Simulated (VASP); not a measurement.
# HfRu3 (Pm-3m) in VASP: notebook, part 2 of 2

VASP 6.6.1. The steps go on from the part before.

## 4. Single point, TPSS+TS (volume scaled by 1.04)

INCAR

```
PREC = Accurate
ENCUT = 520
EDIFF = 1E-6
ISMEAR = 1
SIGMA = 0.2
LREAL = False
LASPH = True
NELM = 100
ALGO = Normal
ISIF = 2
LWAVE = False
LCHARG = True
METAGGA = TPSS
LMIXTAU = True
IVDW = 2
LELF = True
LVHAR = True
NBANDS = 34
```

KPOINTS

```
regular mesh
0
Gamma
  7 7 7
```

POSCAR

```
HfRu3
1.0
    4.0078286143      0.0000000000      0.0000000000
    0.0000000000      4.0078286143      0.0000000000
    0.0000000000      0.0000000000      4.0078286143
Hf Ru
1 3
Direct
    0.0000000000      0.0000000000      0.0000000000
    0.0000000000      0.5000000000      0.5000000000
    0.5000000000      0.0000000000      0.5000000000
    0.5000000000      0.5000000000      0.0000000000
```

Potentials or basis: VASP PAW PBE potentials, release 64 (Hf_pv, Ru_pv).

On the command line:

```
$ cat potpaw_PBE.64/Hf_pv/POTCAR potpaw_PBE.64/Ru_pv/POTCAR > POTCAR
$ mpirun -np 1 vasp_std > vasp.out
```

OUTCAR:

```text
PREC = Accurate
   ENCUT = 520
   EDIFF = 1E-6
   ISMEAR = 1
   LREAL = False
   LASPH = True
   NELM = 100
   ISIF = 2
   METAGGA = TPSS
   IVDW = 2
  IVDW =   2

 ion  position               nearest neighbor table
   1  0.000  0.000  0.000-   2 2.83   3 2.83   4 2.83   2 2.83   3 2.83   2 2.83   4 2.83   2 2.83
                             3 2.83   4 2.83   3 2.83   4 2.83
   2  0.000  0.500  0.500-   1 2.83   3 2.83   4 2.83   1 2.83   4 2.83   1 2.83   3 2.83   1 2.83
                             3 2.83   4 2.83   4 2.83   3 2.83
   3  0.500  0.000  0.500-   1 2.83   2 2.83   4 2.83   1 2.83   4 2.83   2 2.83   4 2.83   4 2.83
                             1 2.83   2 2.83   1 2.83   2 2.83
   4  0.500  0.500  0.000-   1 2.83   2 2.83   3 2.83   2 2.83   3 2.83   1 2.83   3 2.83   3 2.83
                             1 2.83   2 2.83   2 2.83   1 2.83

  LATTYP: Found a simple cubic cell.
 ALAT       =     4.0078286143

  Lattice vectors:

 A1 = (   4.0078286143,   0.0000000000,   0.0000000000)
 A2 = (   0.0000000000,   4.0078286143,   0.0000000000)
 A3 = (   0.0000000000,   0.0000000000,   4.0078286143)

Analysis of symmetry for initial positions (statically):
=====================================================================
 Subroutine PRICEL returns:
 Original cell was already a primitive cell.

 Routine SETGRP: Setting up the symmetry group for a
 simple cubic supercell.

 Subroutine GETGRP returns: Found 48 space group operations
 (whereof 48 operations were pure point group operations)
 out of a pool of 48 trial point group operations.

The static configuration has the point symmetry O_h .

Analysis of symmetry for dynamics (positions and initial velocities):
=====================================================================
 Subroutine PRICEL returns:
 Original cell was already a primitive cell.

 Routine SETGRP: Setting up the symmetry group for a
 simple cubic supercell.

 Subroutine GETGRP returns: Found 48 space group operations
 (whereof 48 operations were pure point group operations)
 out of a pool of 48 trial point group operations.

The dynamic configuration has the point symmetry O_h .

 Subroutine INISYM returns: Found 48 space group operations
 (whereof 48 operations are pure point group operations),
 and found     1 'primitive' translations

----------------------------------------------------------------------------------------

                                     Primitive cell

  volume of cell :      64.3765

  direct lattice vectors                    reciprocal lattice vectors
     4.007828614  0.000000000  0.000000000     0.249511667  0.000000000  0.000000000
     0.000000000  4.007828614  0.000000000     0.000000000  0.249511667  0.000000000
     0.000000000  0.000000000  4.007828614     0.000000000  0.000000000  0.249511667

  length of vectors
     4.007828614  4.007828614  4.007828614     0.249511667  0.249511667  0.249511667

  position of ions in fractional coordinates (direct lattice)
     0.000000000  0.000000000  0.000000000
     0.000000000  0.500000000  0.500000000
     0.500000000  0.000000000  0.500000000
     0.500000000  0.500000000  0.000000000

  ion indices of the primitive-cell ions
   primitive index   ion index
                 1           1
                 2           2
                 3           3
                 4           4

[... 47 lines left out ...]
  0.428571  0.428571  0.428571      8.000000
   k-points           NKPTS =     20   k-points in BZ     NKDIM =     20   number of bands    NBANDS=     34
   number of dos      NEDOS =    301   number of ions     NIONS =      4
   total plane-waves  NPLWV =  27000
   dimension x,y,z NGX =    30 NGY =   30 NGZ =   30
   dimension x,y,z NGXF=    60 NGYF=   60 NGZF=   60
   ions per type =               1   3
   NGX,Y,Z   is equivalent  to a cutoff of  12.44, 12.44, 12.44 a.u.
   NGXF,Y,Z  is equivalent  to a cutoff of  24.89, 24.89, 24.89 a.u.
 SYSTEM =  unknown system
   PREC   = accura    normal or accurate (medium, high low for compatibility)
   ISTART =      0    job   : 0-new  1-cont  2-samecut
   ICHARG =      2    charge: 1-file 2-atom 10-const
   ISPIN  =      1    spin polarized calculation?
   LNONCOLLINEAR =      F non collinear calculations
   LSORBIT =      F    spin-orbit coupling
   LASPH  =      T    aspherical Exc in radial PAW
   ENCUT  =  520.0 eV  38.22 Ry    6.18 a.u.   7.45  7.45  7.45*2*pi/ulx,y,z
   NELM   =    100;   NELMIN=  2; NELMDL= -5     # of ELM steps
   EDIFF  = 0.1E-05   stopping-criterion for ELM
   LREAL  =      F    real-space projection
   EDIFFG = 0.1E-04   stopping-criterion for IOM
   NSW    =      0    number of steps for IOM
   IBRION =     -1    ionic relax: 0-MD 1-quasi-New 2-CG
   NFREE  =      0    steps in history (QN), initial steepest desc. (CG)
   ISIF   =      2    stress and relaxation
   ISYM   =      2    0-nonsym 1-usesym 2-fastsym
   POTIM  = 0.5000    time-step for ionic-motion
   TEBEG  =    0.0;   TEEND  =   0.0 temperature during run
   PSTRESS=    0.0 pullay stress
   NELECT =      52.0000    total number of electrons
   NUPDOWN=      -1.0000    fix difference up-down
   EMIN   =  10.00;   EMAX   =-10.00  energy-range for DOS
   EFERMI =   0.00;   METHOD = LEGACY
   ISMEAR =     1;   SIGMA  =   0.20  broadening in eV -4-tet -1-fermi 0-gaus
   EFERMI_NEDOS =   21; number of points for ismear=-14 and -15
   IALGO  =     38    algorithm
   IMIX   =      4    mixing-type and parameters
     AMIX     =   0.40;   BMIX     =  1.00
     AMIX_MAG =   1.60;   BMIX_MAG =  1.00
  volume/ion in A,a.u.               =      16.09       108.61
  Fermi-wavevector in a.u.,A,eV,Ry     =   1.524638  2.881148 31.627038  2.324522
  Thomas-Fermi vector in A             =   2.632918
   LORBIT       =      0    0 simple, 1 ext, 2 COOP (PROOUT), +10 PAW based schemes
   METAGGA = TPSS    functional components
   LHFCALC =     F    Hartree Fock is set to
   AEXX    =    0.0000 exact exchange contribution
   IVDW    =     2    specifies the selected vdW correction
   LEPSILON=     F    determine dielectric tensor
   LRPA    =     F    only Hartree local field effects (RPA)
 non-spin polarized calculation
 Methfessel and Paxton  Order N= 1 SIGMA  =   0.20
  energy-cutoff  :      520.00
  volume of cell :       64.38
 maximum number of plane-waves:      1759
 NGX is ok and might be reduce to    30
   NGX = 15   NGY = 15   NGZ = 15

 number of electron      52.0000011 magnetization

 Free energy of the ion-electron system (eV)
  ---------------------------------------------------
  ext. energy  EPLUGINS =         0.00000000
  ---------------------------------------------------
  free energy    TOTEN  =       -65.87260794 eV

  energy without entropy =      -65.88339647  energy(sigma->0) =      -65.87620411

 E-fermi :   9.0534     XC(G=0): -13.2788

 val. band max:        9.0441521591   @ k =   0.2857   0.0000   0.0000
 cond. band min:       9.0632577407   @ k =   0.4286   0.0000   0.0000
 fundamental gap:      0.0191055816
 Fermi energy:         9.0533988534

 k-point     1 :       0.0000    0.0000    0.0000
  band No.  band energies     occupation
      1     -33.7416      2.00000
      2     -33.7416      2.00000
      3     -33.7416      2.00000
      4     -33.4469      2.00000
      5     -33.4469      2.00000
      6     -33.4469      2.00000
[... 729 lines left out ...]
     33      13.1690      0.00000
     34      13.7784      0.00000

------------------------ aborting loop because EDIFF is reached ----------------------------------------

  Hirshfeld charges:
            ion         q(e)
   ------------------------------
      1     Hf       0.13012220
      2     Ru      -0.04337407
      3     Ru      -0.04337407
      4     Ru      -0.04337407

  Tkatchenko/Scheffler method for vdW energy calculation

  Number of pair interactions contributing to vdW energy:   81560

  Edisp (eV):   -4.70211

  FORCE on cell =-STRESS in cart. coord.  units (eV):
  Direction    XX          YY          ZZ          XY          YZ          ZX
  --------------------------------------------------------------------------------------
  -------------------------------------------------------------------------------------
  Total     -12.22370   -12.22370   -12.22370    -0.00000     0.00000    -0.00000
  in kB    -304.21872  -304.21872  -304.21872    -0.00000     0.00000    -0.00000
  external pressure =     -304.22 kB  Pullay stress =        0.00 kB

 VOLUME and BASIS-vectors are now :
 -----------------------------------------------------------------------------
  energy-cutoff  :      520.00
  volume of cell :       64.38
      direct lattice vectors                 reciprocal lattice vectors
     4.007828614  0.000000000  0.000000000     0.249511667  0.000000000  0.000000000
     0.000000000  4.007828614  0.000000000     0.000000000  0.249511667  0.000000000
     0.000000000  0.000000000  4.007828614     0.000000000  0.000000000  0.249511667

 POSITION                                       TOTAL-FORCE (eV/Angst)
 -----------------------------------------------------------------------------------
      0.00000      0.00000      0.00000         0.000000      0.000000      0.000000
      0.00000      2.00391      2.00391         0.000000      0.000000      0.000000
      2.00391      0.00000      2.00391         0.000000      0.000000      0.000000
      2.00391      2.00391      0.00000         0.000000      0.000000      0.000000
 -----------------------------------------------------------------------------------
    total drift:                                0.000000      0.000000     -0.000000

  FREE ENERGIE OF THE ION-ELECTRON SYSTEM (eV)
  ---------------------------------------------------
  free  energy   TOTEN  =       -70.5747187158 eV

  energy  without entropy=      -70.5855072479  energy(sigma->0) =      -70.57831489
```

stdout:

```text
POSCAR found type information on POSCAR HfRu
 POSCAR found :  2 types and       4 ions
 scaLAPACK will be used
 -----------------------------------------------------------------------------
|                                                                             |
|                                                                             |
|     You enforced a specific xc type in the INCAR file but a different       |
|     I HOPE YOU KNOW WHAT YOU ARE DOING!                                     |
|                                                                             |
 -----------------------------------------------------------------------------

 LDA part: xc-table for (None), standard interpolation
 POSCAR, INCAR and KPOINTS ok, starting setup
 FFT: planning ... GRIDC
 FFT: planning ... GRID_SOFT
 FFT: planning ... GRID
 WAVECAR not read
 entering main loop
 augmentation electrons   52.0725130536955
 total        electrons   52.0725130536955
 augmentation electrons   3127.70558742474
 total        electrons   3127.70558742474
 augmentation electrons   18.2637928685684
 soft         electrons   33.8087213349329
 total        electrons   52.0725142035013
 translations:           2           2           2
```

Run time: 2.1 min. Hardware: 1 thread of Intel Xeon 6975P-C (Granite Rapids), shared host; peak memory 0.19 GiB.

What came out:

- Free energy: -70.5747 eV
- Pressure: -30.4 GPa
- Band gap on the k mesh: none (metal or under the smearing width)
- Hirshfeld charges: Hf +0.13; Ru -0.04 e
- Dispersion energy per atom: -1.176 eV

Levels at points of the mesh, in eV from the Fermi level:
| k point | band 22 | band 23 | band 24 | band 25 | band 26 | band 27 | band 28 | band 29 | band 30 | band 31 |
| --- | --- | --- | --- | --- | --- | --- | --- | --- | --- | --- |
| (0.00, 0.00, 0.00) | -1.25 | 0.60 | 0.60 | 1.72 | 2.14 | 2.14 | 2.14 | 3.78 | 3.78 | 3.78 |

Caveat: atom-pairwise D2, TS and ULG terms overbind metals; the PAW data sets were made with another functional, which shifts forces and pressure a little; pairwise dispersion overbinds metals, which lowers pressure and volume.

## 5. Single point, LDA

INCAR

```
  ALGO = Normal
  EDIFF = 1E-7
  ENCUT = 520
  ISIF = 2
  ISMEAR = 0
  LASPH = T
  LCHARG = T
  LELF = T
  LREAL = F
  LVHAR = T
  LWAVE = F
  NBANDS = 34
  NELM = 80
  PREC = Accurate
  SIGMA = 0.05
```

KPOINTS

```
k-points
0
Gamma
  7 7 7
```

POSCAR

```
HfRu3
1.0
    3.9557730000      0.0000000000      0.0000000000
    0.0000000000      3.9557730000      0.0000000000
    0.0000000000      0.0000000000      3.9557730000
Hf Ru
1 3
Cartesian
    0.0000000000      0.0000000000      0.0000000000
    0.0000000000      1.9778865000      1.9778865000
    1.9778865000      0.0000000000      1.9778865000
    1.9778865000      1.9778865000      0.0000000000
```

Potentials or basis: VASP PAW LDA potentials, release 54 (Hf_pv, Ru_pv).

On the command line:

```
$ cat potpaw_LDA.54/Hf_pv/POTCAR potpaw_LDA.54/Ru_pv/POTCAR > POTCAR
$ mpirun -np 1 vasp_std > vasp.out
```

It took 28 s on 1 thread of Intel Xeon Platinum 8488C (Sapphire Rapids), shared host; peak memory 0.16 GiB.

It converged, with:

* Free energy: -43.3765 eV
* Pressure: -15.1 GPa
* Band gap on the k mesh: none (metal or under the smearing width)

Levels at points of the mesh, in eV from the Fermi level:
```tsv
k point	band 22	band 23	band 24	band 25	band 26	band 27	band 28	band 29	band 30	band 31
(0.00, 0.00, 0.00)	-1.27	0.69	0.69	1.81	2.29	2.29	2.29	3.99	3.99	3.99
```

Caveat: so large a pressure means that the cell lies far from this level's equilibrium, or that cutoff or potentials fall short.

## 6. The runs side by side

| level | potentials or basis | cell | smearing | gap on the mesh (eV) | pressure (GPa) |
| --- | --- | --- | --- | --- | --- |
| PBE | VASP PAW PBE potentials, release 64 (Hf_pv, Ru_pv) | as given | gaussian 0.02 eV | none | -1.9 |
| TPSS+TS | VASP PAW PBE potentials, release 64 (Hf_pv, Ru_pv) | volume scaled by 1.04 | methfessel-paxton 0.2 eV | none | -30.4 |
| LDA | VASP PAW LDA potentials, release 54 (Hf_pv, Ru_pv) | as given | gaussian 0.05 eV | none | -15.1 |

Alike in all rows: task single point; no spin polarisation; k mesh 7 × 7 × 7; cutoff (eV) 520.

Caveats: atom-pairwise D2, TS and ULG terms overbind metals (some runs); the PAW data sets were made with another functional, which shifts forces and pressure a little (some runs); pairwise dispersion overbinds metals, which lowers pressure and volume (some runs); so large a pressure means that the cell lies far from this level's equilibrium, or that cutoff or potentials fall short (some runs).

Absolute energies hang on the potentials; compare differences alone.
